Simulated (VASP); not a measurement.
# Quasiparticle energies of GaP in VASP

Aim: the quasiparticle gap of GaP, and what it costs to get it. The cell is of the zinc-blende type, one of the forms listed for this formula. The start is a cell from a database of measured crystal structures.

Method: PBE; plane waves and PAW (Ga_d_GW, P_GW), in the first sound run; inputs show where later runs differ, in VASP 6.6.1.

Report form: the programs' logs are mostly left out.

## Step 1: Set-up

The structure is cubic, space group F-43m (No. 216). Conventional cell: a = 5.451 Å, b = 5.451 Å, c = 5.451 Å, α = 90.00°, β = 90.00°, γ = 90.00°. Nearest to Ga lie 4 P at 2.36 Å. Nearest to P lie 4 Ga at 2.36 Å. Farther neighbours are not listed.

## Step 2: Ground state

The orbitals come from a self-consistent PBE run with a tight EDIFF and a narrow smearing. KPOINTS_OPT adds the bands along a path, which shows whether the mesh holds the band edges.

INCAR

```
SYSTEM = GaP
PREC = Accurate
ENCUT = 430
EDIFF = 1E-08
NELM = 100
ISMEAR = 0
SIGMA = 0.01
LREAL = .FALSE.
ALGO = Normal
GGA = PE
NBANDS = 15
LORBIT = 11
LWAVE = .TRUE.
LCHARG = .FALSE.
KPAR = 4
```

POSCAR

```
GaP
1.0
    0.0000000000      2.7252500000      2.7252500000
    2.7252500000      0.0000000000      2.7252500000
    2.7252500000      2.7252500000      0.0000000000
Ga P
1 1
Direct
    0.0000000000      0.0000000000      0.0000000000
    0.7500000000      0.7500000000      0.7500000000
```

KPOINTS

```
Automatic mesh
0
Gamma
6 6 6
0 0 0
```

KPOINTS_OPT

```
Line mode
12
Line-mode
Reciprocal
  0.00000000   0.00000000   0.00000000 GAMMA
  0.50000000   0.00000000   0.50000000 X

  0.50000000   0.00000000   0.50000000 X
  0.50000000   0.25000000   0.75000000 W

  0.50000000   0.25000000   0.75000000 W
  0.37500000   0.37500000   0.75000000 K

  0.37500000   0.37500000   0.75000000 K
  0.00000000   0.00000000   0.00000000 GAMMA

  0.00000000   0.00000000   0.00000000 GAMMA
  0.50000000   0.50000000   0.50000000 L

  0.50000000   0.50000000   0.50000000 L
  0.62500000   0.25000000   0.62500000 U

  0.62500000   0.25000000   0.62500000 U
  0.50000000   0.25000000   0.75000000 W

  0.50000000   0.25000000   0.75000000 W
  0.50000000   0.50000000   0.50000000 L

  0.50000000   0.50000000   0.50000000 L
  0.37500000   0.37500000   0.75000000 K

  0.62500000   0.25000000   0.62500000 U
  0.50000000   0.00000000   0.50000000 X
```

Potentials, in the order of the species: Ga_d_GW and P_GW (PBE family, release 64).

Run with:

```console
$ mpirun -np 4 vasp_std
```

Run time: 8.2 s. Hardware: 4 MPI ranks of Intel Xeon 6975P-C (Granite Rapids), shared host; peak memory 0.6 GiB; 29 s of CPU time.

Numbers from this step:

```
free energy (TOTEN)               : -9.082 eV
Fermi energy                      : 4.450 eV
pressure                          : 2.482 GPa
least gap on mesh and path        : 1.591 eV
least direct gap on mesh and path : 1.821 eV
```

The highest empty bands on the path are converged less tightly, to about 0.1 eV. The electronic bands at the labelled points (eV, zero at the valence-band top; v1 is the highest filled band, c1 the lowest empty one):

```csv
point,v3,v2,v1,c1,c2,c3,c4
Γ,0.00,0.00,0.00,1.82,3.88,3.88,3.88
0.45 of the way,-3.29,-1.51,-1.51,2.33,3.86,6.36,6.36
X,-6.76,-2.68,-2.68,1.65,1.82,10.57,10.57
0.45 of the way,-6.68,-3.10,-3.04,2.59,2.77,8.74,8.85
W,-6.55,-3.58,-3.42,4.70,4.86,6.10,6.15
0.45 of the way,-6.54,-3.81,-2.88,3.32,4.86,6.84,7.21
K,-6.55,-3.94,-2.26,2.18,4.80,8.23,8.26
0.45 of the way,-4.60,-2.73,-0.80,3.30,5.20,5.20,5.89
Γ,0.00,0.00,0.00,1.82,3.88,3.88,3.88
0.45 of the way,-3.48,-0.59,-0.59,2.23,4.67,4.67,5.98
L,-6.64,-1.12,-1.12,1.67,4.71,4.71,8.28
0.45 of the way,-6.48,-2.76,-1.54,2.78,4.73,5.75,7.98
U,-6.55,-3.94,-2.26,2.18,4.80,8.23,8.26
0.45 of the way,-6.54,-3.85,-2.73,3.01,4.85,7.10,7.48
W,-6.55,-3.58,-3.42,4.70,4.86,6.10,6.15
0.55 of the way,-6.44,-3.00,-1.80,3.30,4.28,6.25,7.96
L,-6.64,-1.12,-1.12,1.67,4.71,4.71,8.28
0.55 of the way,-6.44,-3.15,-1.68,2.75,5.08,6.15,7.61
K,-6.55,-3.94,-2.26,2.18,4.80,8.23,8.26
jump to U,-6.55,-3.94,-2.26,2.18,4.80,8.23,8.26
0.45 of the way,-6.69,-3.32,-2.55,1.86,2.91,9.39,9.53
X,-6.76,-2.68,-2.68,1.65,1.82,10.57,10.57
```

Of the projections kept (Ga, P), the largest for each band there; the rest of the weight can lie on other orbitals:

```csv
point,v3,v2,v1,c1,c2,c3,c4
Γ,P 0.75,P 0.75,P 0.75,P 0.53,Ga 0.73,Ga 0.73,Ga 0.73
X,Ga 0.73,P 0.62,P 0.62,Ga 0.58,Ga 0.59,Ga 0.52,Ga 0.52
W,Ga 0.74,P 0.63,P 0.57,P 0.75,P 0.60,Ga 0.64,Ga 0.63
K,Ga 0.72,P 0.59,P 0.63,Ga 0.58,P 0.60,P 0.52,P 0.59
Γ,P 0.75,P 0.75,P 0.75,P 0.53,Ga 0.73,Ga 0.73,Ga 0.73
L,Ga 0.60,P 0.67,P 0.67,Ga 0.57,Ga 0.61,Ga 0.62,P 0.66
```

The cell has a gap of 1.59 eV on mesh and path and a pressure of +2.5 GPa, which holds the misfit of the given cell and coordinates with this functional, and any error of cutoff, mesh and data sets. Spin-orbit coupling is left out, which can shift or reorder these edges.

## Step 3: Empty bands, functional PBE

ALGO = Exact makes the empty bands from the converged ground state in one step. LOPTICS writes the k-derivatives of the orbitals (WAVEDER), which give the long-wavelength limit of the screening.

INCAR

```
SYSTEM = GaP
PREC = Accurate
ENCUT = 430
ISMEAR = 0
SIGMA = 0.01
LREAL = .FALSE.
GGA = PE
NBANDS = 224
ALGO = Exact
NELM = 1
LWAVE = .TRUE.
LCHARG = .FALSE.
LOPTICS = .TRUE.
NEDOS = 1000
CSHIFT = 0.1
```

POSCAR is that of step 2.

KPOINTS is that of step 2.

Run with:

```console
$ mpirun -np 4 vasp_std
```

It took 6 s on 4 MPI ranks; peak memory 0.75 GiB.

The gap is read on the k-mesh alone, so it is an upper bound where the band edges lie off the mesh.

This step gave:

| Quantity | Value |
| --- | --- |
| gap on the k-mesh | 1.647 eV |
| least direct gap on the k-mesh | 1.821 eV |

WAVECAR now holds 224 bands for 18 electrons. Its independent-particle dielectric tensor has xx, yy, zz = 13.4, 13.4, 13.4 on this mesh, which isn't tested for convergence in mesh or bands and lacks local fields.

## Step 4: evGW0

This step: evGW0 on PBE; plane waves and PAW (Ga_d_GW, P_GW) (VASP 6.6.1).

The lowest NBANDSGW levels in G are updated for four passes while W stays fixed, so the result depends less on the starting levels.

INCAR

```
SYSTEM = GaP
PREC = Accurate
ENCUT = 430
ISMEAR = 0
SIGMA = 0.01
LREAL = .FALSE.
GGA = PE
NBANDS = 224
ALGO = EVGW0
NELMGW = 4
ENCUTGW = 180
NOMEGA = 48
PRECFOCK = Fast
NBANDSGW = 20
LWAVE = .FALSE.
LCHARG = .FALSE.
```

POSCAR is that of step 3.

KPOINTS is that of step 3.

Run with:

```console
$ mpirun -np 4 vasp_std
```

It took 16 min on 4 MPI ranks; peak memory 1.8 GiB.

This step gave:

* quasiparticle gap on the mesh: 2.318 eV
* smallest direct quasiparticle gap on the mesh: 2.853 eV
* gap of the starting orbitals on the mesh: 1.647 eV

QP gap by iteration, by row:

```csv
iteration,gap (eV),direct gap (eV)
1,2.206,2.719
2,2.298,2.833
3,2.315,2.85
4,2.318,2.853
```

GW takes the gap from 1.647 to 2.318 eV. The last pass still moved it by +3 meV. The mesh misses a band edge: at the starting level the path gave a gap 0.06 eV smaller. Spin-orbit coupling is left out. The value holds for 224 bands, ENCUTGW = 180 eV and this mesh, and isn't shown to be converged in them.

## Step 5: evGW

This step: evGW on PBE; plane waves and PAW (Ga_d_GW, P_GW) (VASP 6.6.1).

The levels are updated in both G and W; wider gaps weaken the screening and open the gap further.

Edit INCAR of step 4 so:

```diff
@@ -8,3 +8,3 @@
 NBANDS = 224
-ALGO = EVGW0
+ALGO = EVGW
 NELMGW = 4
```

POSCAR is that of step 4.

KPOINTS is that of step 4.

Run with:

```console
$ mpirun -np 4 vasp_std
```

Run time: 15 min. Hardware: 4 MPI ranks; peak memory 1.8 GiB; 58 min of CPU time.

This step gave:

| Item | Value |
| --- | --- |
| quasiparticle gap on the mesh | 2.441 eV |
| smallest direct quasiparticle gap on the mesh | 2.985 eV |

QP gap by iteration, by row:

```csv
iteration,gap (eV),direct gap (eV)
1,2.206,2.719
2,2.374,2.914
3,2.425,2.968
4,2.441,2.985
```

GW takes the gap from 1.647 to 2.441 eV. That is +123 meV against evGW0 on PBE. The last pass still moved it by +16 meV. The mesh misses a band edge: at the starting level the path gave a gap 0.06 eV smaller. Spin-orbit coupling is left out. The value holds for 224 bands, ENCUTGW = 180 eV and this mesh, and isn't shown to be converged in them.

## Step 6: QPGW0

This step: QPGW0 on PBE; plane waves and PAW (Ga_d_GW, P_GW) (VASP 6.6.1).

Here the orbitals are updated too, by diagonalising a Hermitian self-energy in the bands up to NBANDSGW.

Edit INCAR of step 5 so:

```diff
@@ -8,3 +8,3 @@
 NBANDS = 224
-ALGO = EVGW
+ALGO = QPGW0
 NELMGW = 4
@@ -13,3 +13,3 @@
 PRECFOCK = Fast
-NBANDSGW = 20
+NBANDSGW = 28
 LWAVE = .FALSE.
```

POSCAR is that of step 5.

KPOINTS is that of step 5.

Run with:

```console
$ mpirun -np 4 vasp_std
```

Wall time 44 min (4 MPI ranks); peak memory 4.1 GiB; 2.9 h of CPU time.

This step gave:

```
quasiparticle gap on the mesh                 : 2.334 eV
smallest direct quasiparticle gap on the mesh : 2.914 eV
```

QP gap by iteration, by row:

```csv
iteration,gap (eV),direct gap (eV)
1,2.198,2.698
2,2.282,2.864
3,2.314,2.903
4,2.334,2.914
```

GW takes the gap from 1.647 to 2.334 eV. That is +15 meV against evGW0 on PBE. The last pass still moved it by +20 meV. The mesh misses a band edge: at the starting level the path gave a gap 0.06 eV smaller. Spin-orbit coupling is left out. The value holds for 224 bands, ENCUTGW = 180 eV and this mesh, and isn't shown to be converged in them.

## Step 7: Orbitals for another starting point

This step: PBE; plane waves and PAW (Ga_d_GW, P_GW) (VASP 6.6.1).

A hybrid converges faster from good orbitals, so a cheap PBE run writes WAVECAR first.

INCAR

```
SYSTEM = GaP
PREC = Accurate
ENCUT = 430
EDIFF = 1E-05
NELM = 100
ISMEAR = 0
SIGMA = 0.01
LREAL = .FALSE.
ALGO = Normal
GGA = PE
NBANDS = 15
LORBIT = 11
LWAVE = .TRUE.
LCHARG = .FALSE.
KPAR = 4
```

POSCAR is that of step 6.

KPOINTS is that of step 6.

Run with:

```console
$ mpirun -np 4 vasp_std
```

Elapsed: 2.4 s, on 4 MPI ranks; peak memory 0.56 GiB; 7 s of CPU time.

Numbers from this step:

```yaml
pressure: 2.494 GPa
```

The run ends at a pressure of 2.49 GPa.

## Step 8: Another starting point

This step: HSE06; plane waves and PAW (Ga_d_GW, P_GW) (VASP 6.6.1).

To see how much the result owes to its start, the ground state is made again with HSE06. EDIFF is tight for accurate orbitals, and a narrow smearing avoids fractional occupations.

INCAR

```
SYSTEM = GaP
PREC = Accurate
ENCUT = 430
EDIFF = 1E-08
NELM = 100
ISMEAR = 0
SIGMA = 0.01
LREAL = .FALSE.
ALGO = Normal
LHFCALC = .TRUE.
AEXX = 0.25
GGA = PE
HFSCREEN = 0.2
LASPH = .TRUE.
NBANDS = 15
PRECFOCK = Fast
LORBIT = 11
LWAVE = .TRUE.
LCHARG = .FALSE.
KPAR = 4
```

POSCAR is that of step 7.

KPOINTS is that of step 7.

The run starts from files that an earlier step left in the folder.

Run with:

```console
$ mpirun -np 4 vasp_std
```

Run time: 2.4 min. Hardware: 4 MPI ranks; peak memory 0.98 GiB.

The PAW data sets were made with PBE, which is usual practice but a small mismatch for other functionals.

Numbers from this step:

- free energy (TOTEN): -10.78 eV
- Fermi energy: 3.966 eV
- gap on the k-mesh: 2.309 eV
- least direct gap on the k-mesh: 2.804 eV

## Step 9: Empty bands, functional HSE06

The next step needs empty bands that the ground-state run didn't converge, so the Hamiltonian is diagonalised exactly for NBANDS bands, in a single step. LOPTICS writes the k-derivatives of the orbitals (WAVEDER), which give the long-wavelength limit of the screening.

INCAR

```
SYSTEM = GaP
PREC = Accurate
ENCUT = 430
ISMEAR = 0
SIGMA = 0.01
LREAL = .FALSE.
LHFCALC = .TRUE.
AEXX = 0.25
GGA = PE
HFSCREEN = 0.2
LASPH = .TRUE.
NBANDS = 224
PRECFOCK = Fast
ALGO = Exact
NELM = 1
LWAVE = .TRUE.
LCHARG = .FALSE.
LOPTICS = .TRUE.
NEDOS = 1000
CSHIFT = 0.1
```

POSCAR is that of step 8.

KPOINTS is that of step 8.

The run starts from files that an earlier step left in the folder.

Run with:

```console
$ mpirun -np 4 vasp_std
```

Wall time 12 min (4 MPI ranks); peak memory 1.4 GiB.

## Step 10: G0W0

This step: G0W0 on HSE06; plane waves and PAW (Ga_d_GW, P_GW) (VASP 6.6.1).

G0W0 keeps orbitals and screening fixed and shifts each of the lowest NBANDSGW levels once.

INCAR

```
SYSTEM = GaP
PREC = Accurate
ENCUT = 430
ISMEAR = 0
SIGMA = 0.01
LREAL = .FALSE.
LHFCALC = .TRUE.
AEXX = 0.25
GGA = PE
HFSCREEN = 0.2
LASPH = .TRUE.
NBANDS = 224
PRECFOCK = Fast
ALGO = EVGW0
NELMGW = 1
ENCUTGW = 180
NOMEGA = 48
NBANDSGW = 20
LWAVE = .FALSE.
LCHARG = .FALSE.
```

POSCAR is that of step 9.

KPOINTS is that of step 9.

The run starts from files that an earlier step left in the folder.

Run with:

```console
$ mpirun -np 4 vasp_std
```

Elapsed: 3.5 min, on 4 MPI ranks; peak memory 2.2 GiB; 14 min of CPU time.

This step gave:

```yaml
quasiparticle_gap_on_the_mesh: 2.513 eV
smallest_direct_quasiparticle_gap_on_the_mesh: 3.142 eV
gap_of_the_starting_orbitals_on_the_mesh: 2.309 eV
```

GW takes the gap from 2.309 to 2.513 eV. That is +307 meV against the one-shot pass on PBE. Spin-orbit coupling is left out. The value holds for 224 bands, ENCUTGW = 180 eV and this mesh, and isn't shown to be converged in them.

## Step 11: Summary

This step: GW series: evGW0 on PBE, evGW on PBE, QPGW0 on PBE, G0W0 on HSE06; plane waves and PAW (VASP 6.6.1).

No new run; the numbers come from the runs before.

Cost is wall time times ranks on a shared host, with the step that makes the empty bands. GW runs:

```csv
level,bands,ENCUTGW (eV),NOMEGA,k mesh,starting gap (eV),quasiparticle gap (eV),direct gap (eV),cost (core minutes)
evGW0 on PBE,224,180,48,6x6x6,1.647,2.318,2.853,63.55
evGW on PBE,224,180,48,6x6x6,1.647,2.441,2.985,62.27
QPGW0 on PBE,224,180,48,6x6x6,1.647,2.334,2.914,177.3
G0W0 on HSE06,224,180,48,6x6x6,2.309,2.513,3.142,62.67
```

## Step 12: Summary of results

* evGW0 on PBE, 224 bands, ENCUTGW 180 eV, NOMEGA 48, mesh 6×6×6: 1.647 → 2.318 eV
* evGW on PBE, 224 bands, ENCUTGW 180 eV, NOMEGA 48, mesh 6×6×6: 1.647 → 2.441 eV
* QPGW0 on PBE, 224 bands, ENCUTGW 180 eV, NOMEGA 48, mesh 6×6×6: 1.647 → 2.334 eV
* G0W0 on HSE06, 224 bands, ENCUTGW 180 eV, NOMEGA 48, mesh 6×6×6: 2.309 → 2.513 eV

evGW0 gives a quasiparticle gap of 2.318 eV on the mesh, 0.67 eV over the PBE gap on the same mesh. On mesh and path the starting valence top lies at Γ and the conduction bottom at (0.409, 0, 0.409), so the starting gap is indirect. The GW mesh misses an edge: at the starting level the gap along the path is 0.06 eV smaller, and with that offset the quasiparticle gap would be about 2.26 eV. Over the final values of the levels run here the gap spans 2.32 to 2.51 eV. In evGW0 the first pass, which is the one-shot result, gives 2.206 eV and pass 4 gives 2.318 eV; the last pass changed the gap by +3 meV, so the loop is converged. In evGW the first pass, which is the one-shot result, gives 2.206 eV and pass 4 gives 2.441 eV; the last pass changed the gap by +16 meV, so more passes would move it further. In QPGW0 the first pass gives 2.198 eV and pass 4 gives 2.334 eV; the last pass changed the gap by +20 meV, so more passes would move it further. One-shot gaps: 2.206 eV from PBE and 2.513 eV from HSE06. The starting gaps span 0.66 eV and the one-shot gaps 0.31 eV. Bands, response cutoff and mesh weren't tested for convergence. In Ga_d_GW the d shell is in the valence without all the semicore s and p states of the same shell; those stay frozen in the core, and how far that moves the GW gap wasn't tested here. Spin-orbit coupling is left out; with Ga in the cell it can split or shift band edges, by an amount that depends on which atoms form them and isn't tested here. Not tabulated here, as repeats of values shown or as unfit to read for their mesh, reference level or band range: eps2 curves (empty bands); eps1 curves and static values (empty bands); gaps (empty bands).

[Lines on the potential files, build, host, timing and source positions are cut from VASP's logs without a mark.]

[Logs are printed without paths, hosts, clocks, repeated set-up lines and the standing remarks that a program may print on its own settings, such as how far it seeks lower states.]

[Hosts, paths, dates, database ids (printed as entryN), source tags and the programs' standing remarks are cut or masked in the printed files.]

[Pressures printed for these runs are not shown converged in the cutoff: they can be off by several GPa and have the wrong sign.]
